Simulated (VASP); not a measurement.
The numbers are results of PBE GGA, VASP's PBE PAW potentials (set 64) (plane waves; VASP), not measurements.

A VASP calculation is set up with these files.

File POSCAR:
```
SiC
3.1067710
  1.0000000000   0.0000000000   0.0000000000
 -0.4999998391   0.8660252075   0.0000000000
  0.0000000000   0.0000000000   4.9073591198
Si C
6 6
direct
  0.3333330000   0.6666670000   0.8329900000
  0.6666670000   0.3333330000   0.3329900000
  0.6666670000   0.3333330000   0.6665000000
  0.3333330000   0.6666670000   0.1665000000
  0.0000000000   0.0000000000   0.4997300000
  0.0000000000   0.0000000000   0.9997300000
  0.0000000000   0.0000000000   0.8743700000
  0.0000000000   0.0000000000   0.3743700000
  0.3333330000   0.6666670000   0.7080000000
  0.6666670000   0.3333330000   0.2080000000
  0.6666670000   0.3333330000   0.5415200000
  0.3333330000   0.6666670000   0.0415200000
```

File KPOINTS:
```
Automatic mesh
0
Gamma
8 8 2
0 0 0
```

### INCAR
```
SYSTEM = SiC
PREC = Accurate
ENCUT = 600
EDIFF = 1E-6
NELM = 100
ALGO = Normal
LREAL = .FALSE.
LASPH = .TRUE.
ISMEAR = 0
SIGMA = 0.01
GGA = PE
LWAVE = .FALSE.
LCHARG = .FALSE.
ISIF = 2
```

POTCAR, in this order: Si C (PBE.64 set). Program: vasp_std.

What VASP printed:

File OSZICAR:
```
       N       E                     dE             d eps       ncg     rms          rms(c)
DAV:   1     0.166010284429E+03    0.16601E+03   -0.23948E+04  1240   0.155E+03
DAV:   2    -0.866877163155E+02   -0.25270E+03   -0.24168E+03  1681   0.246E+02
DAV:   3    -0.100778716678E+03   -0.14091E+02   -0.13997E+02  1520   0.586E+01
DAV:   4    -0.101055336266E+03   -0.27662E+00   -0.27593E+00  1536   0.915E+00
DAV:   5    -0.101062633048E+03   -0.72968E-02   -0.72935E-02  1507   0.143E+00    0.209E+01
DAV:   6    -0.906378621295E+02    0.10425E+02   -0.36572E+01  1436   0.239E+01    0.915E+00
DAV:   7    -0.904107495804E+02    0.22711E+00   -0.27048E+00  1689   0.686E+00    0.403E+00
DAV:   8    -0.903693175120E+02    0.41432E-01   -0.17851E-01  1478   0.196E+00    0.114E+00
DAV:   9    -0.903663524940E+02    0.29650E-02   -0.24239E-02  1513   0.790E-01    0.181E-01
DAV:  10    -0.903671028092E+02   -0.75032E-03   -0.22270E-03  1570   0.225E-01    0.898E-02
DAV:  11    -0.903672220734E+02   -0.11926E-03   -0.32373E-04  1492   0.107E-01    0.195E-02
DAV:  12    -0.903672250911E+02   -0.30177E-05   -0.13445E-05  1578   0.189E-02    0.745E-03
DAV:  13    -0.903672266419E+02   -0.15508E-05   -0.10128E-06  1012   0.578E-03    0.213E-03
DAV:  14    -0.903672270231E+02   -0.38122E-06   -0.17291E-07   963   0.210E-03
   1 F= -.90367227E+02 E0= -.90367227E+02  d E =-.103813E-23
```

### OUTCAR
```
------------------------ aborting loop because EDIFF is reached ----------------------------------------
  FORCE on cell =-STRESS in cart. coord.  units (eV):
  Direction    XX          YY          ZZ          XY          YZ          ZX
  --------------------------------------------------------------------------------------
  Total       -2.0312858     -2.0312848     -2.0716147     -0.0000004      0.0000000      0.0000000
  in kB      -25.5373308    -25.5373193    -26.0443466     -0.0000047      0.0000000      0.0000000
  external PRESSURE =     -25.7063322 kB  Pullay stress =       0.0000000 kB
  volume of cell :      127.44
      direct lattice vectors                 reciprocal lattice vectors
     3.106771000  0.000000000  0.000000000     0.321877602  0.185836103  0.000000000
    -1.553385000  2.690542000  0.000000000     0.000000000  0.371672325  0.000000000
     0.000000000  0.000000000 15.246041000     0.000000000  0.000000000  0.065590798
  FREE ENERGIE OF THE ION-ELECTRON SYSTEM (eV)
  ---------------------------------------------------
  free  energy   TOTEN  =       -90.3672270231 eV

  energy  without entropy=      -90.3672270231  energy(sigma->0) =      -90.36722702
```
(Selected blocks of OUTCAR.)

OUTCAR:
```
 val. band max:        7.8611098870   @ k =   0.0000   0.0000   0.0000

 cond. band min:       9.8928265123   @ k =   0.5000   0.0000   0.0000


 Fermi energy:         7.9288497822

 k-point     1 :       0.0000    0.0000    0.0000
  band No.  band energies     occupation
      1      -7.3904      2.00000
      2      -6.8797      2.00000
      3      -6.8452      2.00000
      4      -5.3856      2.00000
      5      -5.3573      2.00000
      6      -3.9215      2.00000
      7      -0.5804      2.00000
      8       1.6997      2.00000
      9       1.7378      2.00000
     10       5.4512      2.00000
     11       5.4778      2.00000
     12       6.7249      2.00000
     13       6.7249      2.00000
     14       6.9106      2.00000
     15       6.9106      2.00000
     16       7.0165      2.00000
     17       7.0165      2.00000
     18       7.4813      2.00000
     19       7.4813      2.00000
     20       7.5611      2.00000
     21       7.5612      2.00000
     22       7.8249      2.00000
     23       7.8611      2.00000
     24       7.8611      2.00000
     25      12.8148      0.00000
     26      12.9883      0.00000
     27      13.3847      0.00000
     28      13.8640      0.00000
     29      13.8944      0.00000
     30      14.2941      0.00000
     31      14.6352      0.00000

 k-point     2 :       0.1250    0.0000    0.0000
  band No.  band energies     occupation
      1      -7.1252      2.00000
      2      -6.6186      2.00000
      3      -6.5832      2.00000
      4      -5.1381      2.00000
      5      -5.1094      2.00000
      6      -3.6996      2.00000
      7      -0.3419      2.00000
      8       1.8605      2.00000
      9       1.8989      2.00000
     10       5.2028      2.00000
     11       5.2757      2.00000
     12       5.3891      2.00000
     13       5.7813      2.00000
     14       5.8564      2.00000
     15       6.2604      2.00000
     16       6.5363      2.00000
     17       6.5999      2.00000
...
```

The structure comes from a computed database's SiC entry; how it stands against other phases isn't given here. The cell was not relaxed at this level. The run is one of a series of settings (ENCUT = 600 against the base run), some of them coarse on purpose.
